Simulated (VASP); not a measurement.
All values below come from PBE GGA with D4 dispersion, VASP's PBE PAW potentials (set 64) (plane waves; VASP).

VASP ran on this input.

KPOINTS:
```
Automatic mesh
0
Gamma
13 13 9
0 0 0
```

**POSCAR**
```
TiAl
1
    2.7771650642     0.0000000000     0.0000000000
    0.0000000000     2.7771650642     0.0000000000
    0.0000000000     0.0000000000     3.9852437179
Ti Al
1 1
Direct
  0.0000000000   0.0000000000   0.0000000000
  0.5000000000   0.5000000000   0.5000000000
```

### INCAR
```
# general
SYSTEM  = TiAl
PREC    = Accurate
ENCUT   = 520
LREAL   = .FALSE.   # projection in real space or not
LASPH   = .TRUE.

# electronic loop
EDIFF   = 1E-7
NELM    = 100   # most electronic steps
ALGO    = Normal   # blocked Davidson
LMAXMIX = 4   # l cut-off of mixed one-centre charges

# smearing
ISMEAR  = 1   # Methfessel-Paxton
SIGMA   = 0.1   # width (eV)

# functional
GGA     = PE   # PBE
IVDW    = 13   # D4

# ions
IBRION  = 2   # conjugate gradients
NSW     = 30
ISIF    = 4
EDIFFG  = -0.01

# output
LWAVE   = .FALSE.
LCHARG  = .FALSE.
```

POTCAR, in this order: Ti_sv Al (PBE.64 set). Program: vasp_std.

What VASP printed:

OSZICAR:
```
       N       E                     dE             d eps       ncg     rms          rms(c)
DAV:   1     0.913596184404E+02    0.91360E+02   -0.75008E+03  3080   0.139E+03
DAV:   2    -0.796528033021E+01   -0.99325E+02   -0.96564E+02  3107   0.339E+02
DAV:   3    -0.136731008174E+02   -0.57078E+01   -0.54507E+01  4805   0.797E+01
DAV:   4    -0.138791191885E+02   -0.20602E+00   -0.20240E+00  3874   0.129E+01
DAV:   5    -0.138877046569E+02   -0.85855E-02   -0.85804E-02  4471   0.241E+00    0.102E+01
DAV:   6    -0.124953976826E+02    0.13923E+01   -0.11843E+01  3823   0.383E+01    0.341E+00
DAV:   7    -0.123645307052E+02    0.13087E+00   -0.10588E+00  3536   0.112E+01    0.206E+00
DAV:   8    -0.123552937396E+02    0.92370E-02   -0.14529E-01  3477   0.441E+00    0.518E-01
DAV:   9    -0.123539222473E+02    0.13715E-02   -0.28091E-02  3684   0.227E+00    0.250E-01
DAV:  10    -0.123541032035E+02   -0.18096E-03   -0.18972E-03  3725   0.515E-01    0.601E-02
DAV:  11    -0.123540827628E+02    0.20441E-04   -0.49722E-04  4015   0.253E-01    0.497E-02
DAV:  12    -0.123540852704E+02   -0.25075E-05   -0.35661E-05  3525   0.677E-02    0.117E-02
DAV:  13    -0.123540845293E+02    0.74112E-06   -0.97796E-07  4231   0.101E-02    0.815E-03
DAV:  14    -0.123540846724E+02   -0.14317E-06   -0.11148E-06  3471   0.137E-02    0.339E-04
DAV:  15    -0.123540846629E+02    0.95433E-08   -0.42030E-08  1756   0.211E-03
   1 F= -.12951619E+02 E0= -.12951426E+02  d E =-.129516E+02
```

### OUTCAR
```
------------------------ aborting loop because EDIFF is reached ----------------------------------------
  Edisp (eV):   -0.59753
  FORCE on cell =-STRESS in cart. coord.  units (eV):
  Direction    XX          YY          ZZ          XY          YZ          ZX
  --------------------------------------------------------------------------------------
  Total       0.72539     0.72539     0.71864     0.00000     0.00000     0.00000
  in kB      37.81130    37.81130    37.45955     0.00000     0.00000     0.00000
  external pressure =       37.69 kB  Pullay stress =        0.00 kB
  volume of cell :       30.74
      direct lattice vectors                 reciprocal lattice vectors
     2.777165064  0.000000000  0.000000000     0.360079425  0.000000000  0.000000000
     0.000000000  2.777165064  0.000000000     0.000000000  0.360079425  0.000000000
     0.000000000  0.000000000  3.985243718     0.000000000  0.000000000  0.250925683
 POSITION                                       TOTAL-FORCE (eV/Angst)
 -----------------------------------------------------------------------------------
      0.00000      0.00000      0.00000         0.000000      0.000000      0.000000
      1.38858      1.38858      1.99262         0.000000      0.000000      0.000000
 -----------------------------------------------------------------------------------
    total drift:                                0.000000      0.000000      0.000000
  FREE ENERGIE OF THE ION-ELECTRON SYSTEM (eV)
  ---------------------------------------------------
  free  energy   TOTEN  =       -12.9516191548 eV

  energy  without entropy=      -12.9510396965  energy(sigma->0) =      -12.95142600

 reached required accuracy - stopping structural energy minimisation
```
(Selected blocks of OUTCAR.)

The compound is TiAl in the L1_0 structure. This cell is one point of a volume scan, at 0.97 of the reference volume. The electron count is odd and the run is not spin-polarised, which forces a metal.
